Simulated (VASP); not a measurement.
Given:

```
TiN
1.0
    0.00000     2.12000     2.12000
    2.12000     0.00000     2.12000
    2.12000     2.12000     0.00000
Ti N
1 1
Direct
  0.00000   0.00000   0.00000
  0.50000   0.50000   0.50000
```

These are PBE GGA, VASP's PBE PAW potentials (set 64) (plane waves; VASP) values and carry that method's errors. Settings: 520 eV cut-off, 13×13×13 Γ-centred mesh, first-order Methfessel-Paxton smearing of 0.10 eV, potentials Ti_sv N.

**Question.** Give the stress tensor in GPa (positive for a compressed cell).

**Answer.** 
```
1.70  0.00  0.00
0.00  1.70  0.00
0.00  0.00  1.70
```
The pressure is its mean diagonal, 1.70 GPa.

The compound is TiN in the rock salt structure. The cell was not relaxed at this level. The electron count is odd and the run is not spin-polarised, which forces a metal.
